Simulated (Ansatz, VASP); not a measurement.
# Cross-check of TiO2 between VASP and Ansatz, part 2 of 2

Wanted: the spread between two codes on one cell, functional and k mesh. The cell is taken from a series of runs on this material, whose earlier steps may have relaxed, scaled, displaced or heated it; both programs get it as it stands.

VASP 6.6.1 and Ansatz 0.2.0.

So far: Starting point; Ansatz: G0W0 gap, LDA.

**3. VASP: G0W0 gap, LDA**

Level of this step: G0W0 on LDA, no spin polarisation; plane waves and PAW (Ti_sv_GW, O_GW) (VASP).

The same cell, functional (in two slightly different forms) and mesh now go to VASP, with its own data sets.

Lines of VASP's logs that name or quote its potential files are left out, and so is its time.

The run reads the wave functions of an earlier VASP run, which isn't shown here.

File INCAR:

```
SYSTEM = TiO2
PREC = Accurate
ENCUT = 440
ISMEAR = 0
SIGMA = 0.01
LREAL = .FALSE.
GGA = CA
NBANDS = 512
LASPH = .TRUE.
ALGO = EVGW0
NELMGW = 1
ENCUTGW = 140
NOMEGA = 64
PRECFOCK = Fast
NBANDSGW = 64
LWAVE = .FALSE.
LCHARG = .FALSE.
```

File POSCAR:

```
TiO2
1.0
    4.6817100365      0.0000000000      0.0000000000
    0.0000000000      5.6852080232      0.0000000000
    0.0000000000      0.0000000000      5.0564727658
Ti O
4 8
Direct
    0.5000000000      0.6796976742      0.7500000000
    0.0000000000      0.8203023258      0.2500000000
    0.5000000000      0.3203023258      0.2500000000
    0.0000000000      0.1796976742      0.7500000000
    0.7256580877      0.6292590139      0.0816605132
    0.2256580877      0.8707409861      0.9183394868
    0.7743419123      0.8707409861      0.5816605132
    0.2743419123      0.6292590139      0.4183394868
    0.7256580877      0.3707409861      0.5816605132
    0.2256580877      0.1292590139      0.4183394868
    0.7743419123      0.1292590139      0.0816605132
    0.2743419123      0.3707409861      0.9183394868
```

File KPOINTS:

```
Automatic mesh
0
Gamma
4 2 4
0 0 0
```

Potentials, in the order of the species: Ti_sv_GW and O_GW (LDA family, release 64).

Started as:

```console
> mpirun -np 16 vasp_std
```

Numbers of over 12 decimals in the logs are rounded to 6 here.

Output:

```text
[banner, memory and clock lines left out]
running   16 mpi-ranks, on    1 nodes
 distrk:  each k-point on   16 cores,    1 groups
 distr:  one band on    1 cores,   16 groups

 POSCAR found type information on POSCAR TiO
 POSCAR found :  2 types and      12 ions
|                                                                             |
|           W    W    AA    RRRRR   N    N  II  N    N   GGGG   !!!           |
|           W    W   A  A   R    R  NN   N  II  NN   N  G    G  !!!           |
|           W    W  A    A  R    R  N N  N  II  N N  N  G       !!!           |
|           W WW W  AAAAAA  RRRRR   N  N N  II  N  N N  G  GGG   !            |
|           WW  WW  A    A  R   R   N   NN  II  N   NN  G    G                |
|           W    W  A    A  R    R  N    N  II  N    N   GGGG   !!!           |
|                                                                             |
|     For optimal performance we recommend to set                             |
|       NCORE = 2 up to number-of-cores-per-socket                            |
|     NCORE specifies how many cores store one orbital (NPAR=cpu/NCORE).      |
|     This setting can greatly improve the performance of VASP for DFT.       |
|     The default, NCORE=1 might be grossly inefficient on modern             |
|     multi-core architectures or massively parallel machines. Do your        |
|     Unfortunately you need to use the default for GW and RPA                |
|     calculations (for HF NCORE is supported but not extensively tested      |
|     yet).                                                                   |
|                                                                             |

|                                                                             |
|           W    W    AA    RRRRR   N    N  II  N    N   GGGG   !!!           |
|           W    W   A  A   R    R  NN   N  II  NN   N  G    G  !!!           |
|           W    W  A    A  R    R  N N  N  II  N N  N  G       !!!           |
|           W WW W  AAAAAA  RRRRR   N  N N  II  N  N N  G  GGG   !            |
|           WW  WW  A    A  R   R   N   NN  II  N   NN  G    G                |
|           W    W  A    A  R    R  N    N  II  N    N   GGGG   !!!           |
|                                                                             |
|     The default for ENCUTGWSOFT is different in this version of VASP.       |
|     please manually set ENCUTGWSOFT =140 in the INCAR file.                 |
|                                                                             |

 LDA part: xc-table for (Slater(with rela. corr.)+CA(PZ))
 , standard interpolation
 found WAVECAR, reading the header
 POSCAR, INCAR and KPOINTS ok, starting setup
 FFT: planning ... GRIDC
 FFT: planning ... GRID_SOFT
 FFT: planning ... GRID
 reading WAVECAR
 the WAVECAR file was read successfully
 initial charge from wavefunction
 available memory per node:     16.62 GB, setting MAXMEM to     17023

 The Fermi energy was updated, please check that it is located mid-gap
 values below the HOMO (VB) or above the LUMO (CB) will cause erroneous energies
 E-fermi :   4.5776

 calculate exact exchange contribution
 the WAVEDER file was read successfully
energies w=
    0.000    0.000    1.001    0.000    2.000    0.000    2.994    0.000
    3.982    0.000    4.962    0.000    5.931    0.000    6.889    0.000
    7.835    0.000    8.769    0.000    9.689    0.000   10.597    0.000
   11.492    0.000   12.376    0.000   13.248    0.000   14.110    0.000
   14.963    0.000   15.808    0.000   16.647    0.000   17.481    0.000
   18.313    0.000   19.143    0.000   19.973    0.000   20.806    0.000
   21.644    0.000   22.488    0.000   23.341    0.000   24.206    0.000
   25.085    0.000   25.982    0.000   26.898    0.000   27.838    0.000
   28.805    0.000   29.804    0.000   30.839    0.000   31.916    0.000
   33.039    0.000   34.216    0.000   35.455    0.000   36.764    0.000
   38.152    0.000   39.633    0.000   41.219    0.000   42.926    0.000
   44.775    0.000   46.788    0.000   48.993    0.000   51.425    0.000
   54.126    0.000   57.149    0.000   60.561    0.000   64.449    0.000
   68.925    0.000   74.139    0.000   80.294    0.000   87.675    0.000
   96.688    0.000  107.941    0.000  122.379    0.000  141.560    0.000
  168.242    0.000  207.828    0.000  272.522    0.000  396.958    0.000
 responsefunction array rank=     528
 LDA part: xc-table for (Slater(with rela. corr.)+CA(PZ))
 , standard interpolation

 min. memory requirement per mpi rank    559.3 MB, per node   8949.6 MB

 allocating   4 responsefunctions rank=   528
 shmem allocating  64 responsefunctions rank=   528
 response function shared by NCSHMEM nodes    1
 Doing            4  frequencies on each core in blocks of           64
NQ=   1    0.0000    0.0000    0.0000,
|.........|.........|.........|.........|.........|.........|.........|.........
 performed       2605000 updates of chi_q(r,r)
 total number of BLAS operations       5441.88 Gflops
NQ=   2    0.2500    0.0000    0.0000,
|.........|.........|.........|.........|.........|.........|.........|.........
 performed       5865000 updates of chi_q(r,r)
 total number of BLAS operations      12199.57 Gflops
NQ=   3    0.5000    0.0000    0.0000,
|.........|.........|.........|.........|.........|.........|.........|.........
 performed       8470000 updates of chi_q(r,r)
 total number of BLAS operations      17368.09 Gflops
NQ=   4    0.0000    0.5000    0.0000,
|.........|.........|.........|.........|.........|.........|.........|.........
 performed      11075000 updates of chi_q(r,r)
 total number of BLAS operations      22536.60 Gflops
NQ=   5    0.2500    0.5000    0.0000,
|.........|.........|.........|.........|.........|.........|.........|.........
 performed      14335000 updates of chi_q(r,r)
 total number of BLAS operations      29162.18 Gflops
NQ=   6    0.5000    0.5000    0.0000,
|.........|.........|.........|.........|.........|.........|.........|.........
 performed      16940000 updates of chi_q(r,r)
 total number of BLAS operations      34289.27 Gflops
NQ=   7    0.0000    0.0000    0.2500,
|.........|.........|.........|.........|.........|.........|.........|.........
 performed      20200000 updates of chi_q(r,r)
 total number of BLAS operations      41126.86 Gflops
NQ=   8    0.2500    0.0000    0.2500,
|.........|.........|.........|.........|.........|.........|.........|.........
 performed      23722000 updates of chi_q(r,r)
 total number of BLAS operations      48543.09 Gflops
NQ=   9    0.5000    0.0000    0.2500,
|.........|.........|.........|.........|.........|.........|.........|.........
 performed      26982000 updates of chi_q(r,r)
 total number of BLAS operations      55168.67 Gflops
NQ=  10    0.0000    0.5000    0.2500,
|.........|.........|.........|.........|.........|.........|.........|.........
 performed      30242000 updates of chi_q(r,r)
 total number of BLAS operations      61899.84 Gflops
NQ=  11    0.2500    0.5000    0.2500,
|.........|.........|.........|.........|.........|.........|.........|.........
 performed      33764000 updates of chi_q(r,r)
 total number of BLAS operations      69058.13 Gflops
NQ=  12    0.5000    0.5000    0.2500,
|.........|.........|.........|.........|.........|.........|.........|.........
 performed      37024000 updates of chi_q(r,r)
 total number of BLAS operations      75371.96 Gflops
NQ=  13    0.0000    0.0000    0.5000,
|.........|.........|.........|.........|.........|.........|.........|.........
 performed      39629000 updates of chi_q(r,r)
 total number of BLAS operations      80707.87 Gflops
NQ=  14    0.2500    0.0000    0.5000,
|.........|.........|.........|.........|.........|.........|.........|.........
 performed      42889000 updates of chi_q(r,r)
 total number of BLAS operations      87492.14 Gflops
NQ=  15    0.5000    0.0000    0.5000,
|.........|.........|.........|.........|.........|.........|.........|.........
 performed      45494000 updates of chi_q(r,r)
 total number of BLAS operations      93214.43 Gflops
NQ=  16    0.0000    0.5000    0.5000,
|.........|.........|.........|.........|.........|.........|.........|.........
 performed      48099000 updates of chi_q(r,r)
 total number of BLAS operations      98763.32 Gflops
NQ=  17    0.2500    0.5000    0.5000,
|.........|.........|.........|.........|.........|.........|.........|.........
 performed      51359000 updates of chi_q(r,r)
 total number of BLAS operations     105494.49 Gflops
NQ=  18    0.5000    0.5000    0.5000,
|.........|.........|.........|.........|.........|.........|.........|.........
 performed      53964000 updates of chi_q(r,r)
 total number of BLAS operations     110621.57 Gflops
 resolving degeneracies of screened two electron integrals

 calculate QP shifts <psi_nk| G(iteration)W_0 |psi_nk>: iteration 1
 entering main loop
```

OUTCAR, selected parts (step 3):

```text
ion  position               nearest neighbor table
   1  0.500  0.680  0.750-   6 1.89   7 1.89   5 2.00   8 2.00   9 2.22  12 2.22
   2  0.000  0.820  0.250-   5 1.89   8 1.89   7 2.00   6 2.00  10 2.22  11 2.22
   3  0.500  0.320  0.250-  10 1.89  11 1.89   9 2.00  12 2.00   5 2.22   8 2.22
   4  0.000  0.180  0.750-   9 1.89  12 1.89  11 2.00  10 2.00   6 2.22   7 2.22
   5  0.726  0.629  0.082-   2 1.89   1 2.00   3 2.22
   6  0.226  0.871  0.918-   1 1.89   2 2.00   4 2.22
   7  0.774  0.871  0.582-   1 1.89   2 2.00   4 2.22
   8  0.274  0.629  0.418-   2 1.89   1 2.00   3 2.22
   9  0.726  0.371  0.582-   4 1.89   3 2.00   1 2.22
  10  0.226  0.129  0.418-   3 1.89   4 2.00   2 2.22
  11  0.774  0.129  0.082-   3 1.89   4 2.00   2 2.22
  12  0.274  0.371  0.918-   4 1.89   3 2.00   1 2.22

  LATTYP: Found a simple orthorhombic cell.
 ALAT       =     4.6817100365
 B/A-ratio  =     1.0800482572
 C/A-ratio  =     1.2143443269

 Subroutine GETGRP returns: Found  8 space group operations
 (whereof  2 operations were pure point group operations)

The static configuration has the point symmetry S_2 .
 The point group associated with its full space group is D_2h.

 Found     18 irreducible k-points:

   k-points           NKPTS =     18   k-points in BZ     NKDIM =     32   number of bands    NBANDS=    512

   dimension x,y,z NGX =    32 NGY =   40 NGZ =   36
   dimension x,y,z NGXF=    64 NGYF=   80 NGZF=   72

   ENCUT  =  440.0 eV  32.34 Ry    5.69 a.u.   8.01  9.72  8.65*2*pi/ulx,y,z

   NELECT =      96.0000    total number of electrons

  energy-cutoff  :      440.00
  volume of cell :      134.59
      direct lattice vectors                 reciprocal lattice vectors
     4.681710037  0.000000000  0.000000000     0.213597167  0.000000000  0.000000000
     0.000000000  5.685208023  0.000000000     0.000000000  0.175895059  0.000000000
     0.000000000  0.000000000  5.056472766     0.000000000  0.000000000  0.197766318

 k-points in reciprocal lattice and weights: Automatic mesh
   0.00000000  0.00000000  0.00000000       0.031
   0.25000000  0.00000000  0.00000000       0.062
   0.50000000  0.00000000  0.00000000       0.031
   0.00000000  0.50000000  0.00000000       0.031
   0.25000000  0.50000000  0.00000000       0.062
   0.50000000  0.50000000  0.00000000       0.031
   0.00000000  0.00000000  0.25000000       0.062
   0.25000000  0.00000000  0.25000000       0.125
   0.50000000  0.00000000  0.25000000       0.062
[...]
0.25000000  0.50000000  0.50000000       0.062
   0.50000000  0.50000000  0.50000000       0.031

 E-fermi :   4.5776

 QP shifts <psi_nk| G(iteration)W_0 |psi_nk>: iteration 1
 for sc-GW calculations column KS-energies equals QP-energies in previous step
 and V_xc(KS)=  KS-energies - (<T + V_ion + V_H > + <T+V_H+V_ion>^1  + <V_x>^1)
 k-point   1 :       0.0000    0.0000    0.0000
  band No.  KS-energies  QP-energies   sigma(KS)   V_xc(KS)     V^pw_x(r,r')   Z            occupation Imag(sigma)
    ...
     45       2.7763       2.6526     -19.4464     -19.2678     -23.7859       0.6927       2.0000       0.3259
     46       2.9443       2.8652     -20.2918     -20.1805     -24.3821       0.7106       2.0000       0.2672
     47       3.2966       3.1750     -19.9229     -19.7495     -24.2546       0.7011       2.0000       0.2946
     48       3.4489       3.3062     -20.0201     -19.8166     -24.5819       0.7011       2.0000       0.3006
     49       5.7664       7.3463     -17.7180     -19.9720     -11.1555       0.7009       0.0000      -0.3463
     50       5.7701       7.3474     -17.7896     -20.0318     -11.3931       0.7035       0.0000      -0.3329
     51       5.9190       7.4948     -17.7262     -19.9829     -11.1018       0.6982       0.0000      -0.3541
     52       5.9269       7.5192     -17.9089     -20.1884     -11.3384       0.6985       0.0000      -0.3484
    ...

 k-point   2 :       0.2500    0.0000    0.0000
  band No.  KS-energies  QP-energies   sigma(KS)   V_xc(KS)     V^pw_x(r,r')   Z            occupation Imag(sigma)
    ...
     45       2.5296       2.4572     -19.8623     -19.7591     -23.9799       0.7022       2.0000       0.3024
     46       2.9159       2.7701     -19.4438     -19.2340     -23.9477       0.6951       2.0000       0.3224
     47       2.9691       2.9222     -19.7045     -19.6372     -23.7098       0.6972       2.0000       0.2943
     48       3.2252       3.1167     -19.8287     -19.6736     -24.1443       0.6993       2.0000       0.3003
     49       5.8815       7.4454     -17.8318     -20.0675     -11.3322       0.6995       0.0000      -0.3492
     50       5.9645       7.5274     -17.8154     -20.0575     -11.2353       0.6971       0.0000      -0.3547
     51       5.9977       7.5335     -17.9384     -20.1316     -11.7379       0.7003       0.0000      -0.3342
     52       6.2273       7.7706     -18.0661     -20.3003     -11.5319       0.6908       0.0000      -0.3699
    ...

 k-point   3 :       0.5000    0.0000    0.0000
  band No.  KS-energies  QP-energies   sigma(KS)   V_xc(KS)     V^pw_x(r,r')   Z            occupation Imag(sigma)
    ...
     45       2.7489       2.6501     -19.4992     -19.3567     -23.7194       0.6930       2.0000       0.3223
     46       2.7489       2.6501     -19.4992     -19.3567     -23.7194       0.6930       2.0000       0.3223
     47       3.1176       3.0272     -19.8216     -19.6921     -24.1252       0.6980       2.0000       0.3012
     48       3.1176       3.0272     -19.8216     -19.6921     -24.1252       0.6980       2.0000       0.3012
     49       6.0588       7.5861     -17.9983     -20.1946     -11.6425       0.6954       0.0000      -0.3527
     50       6.0588       7.5861     -17.9983     -20.1946     -11.6425       0.6954       0.0000      -0.3527
     51       6.3321       7.8788     -18.1223     -20.3820     -11.2873       0.6845       0.0000      -0.3976
     52       6.3321       7.8788     -18.1223     -20.3820     -11.2873       0.6845       0.0000      -0.3976
    ...

 k-point   4 :       0.0000    0.5000    0.0000
  band No.  KS-energies  QP-energies   sigma(KS)   V_xc(KS)     V^pw_x(r,r')   Z            occupation Imag(sigma)
    ...
     45       2.2225       2.1209     -19.0559     -18.9096     -23.4752       0.6942       2.0000       0.3568
     46       2.2225       2.1209     -19.0559     -18.9096     -23.4752       0.6942       2.0000       0.3568
     47       3.2372       3.1083     -19.8243     -19.6401     -24.2308       0.6998       2.0000       0.3019
     48       3.2372       3.1083     -19.8243     -19.6401     -24.2308       0.6998       2.0000       0.3019
     49       5.8071       7.3562     -17.8307     -20.0393     -11.5019       0.7014       0.0000      -0.3331
     50       5.8071       7.3562     -17.8307     -20.0393     -11.5019       0.7014       0.0000      -0.3331
     51       6.2889       7.7917     -18.4628     -20.6497     -12.0798       0.6872       0.0000      -0.3761
     52       6.2889       7.7917     -18.4628     -20.6497     -12.0798       0.6872       0.0000      -0.3761
    ...

[... 4 further parts left out ...]
```

**4. Differences**

Known differences besides the potentials themselves: the two LDA forms differ slightly; fixed occupations in Ansatz, narrow Gaussian smearing in VASP; the cutoff is 420 eV in Ansatz and 440 eV in VASP; VASP's log shows a relativistic correction to its local exchange, Ansatz's none; Ansatz integrates over frequency by contour deformation, VASP on a grid of NOMEGA points. Total energies have different zeros and are not compared.

The two programs side by side:

```
                   quantity  Ansatz  VASP  difference
  G0W0 gap on the mesh (eV)    3.76  3.91       -0.15
Kohn-Sham gap under it (eV)    2.26  2.26       +0.01
```

**5. Results**

| Quantity | Value |
| --- | --- |
| difference in G0W0 gap on the mesh (G0W0 gap, LDA) | -0.15 eV |

**Reading.** The difference in G0W0 gap on the mesh is -0.15 eV (G0W0 gap, LDA). How closely two codes agree says nothing of how well the functional describes the real material.

[Lines on the potential files, build, host, timing and source positions are cut from VASP's logs without a mark.]

[Logs are printed without paths, hosts, clocks, repeated set-up lines and the standing remarks that a program may print on its own settings, such as how far it seeks lower states.]

[Hosts, paths, dates, database ids (printed as entryN), source tags and the programs' standing remarks are cut or masked in the printed files.]
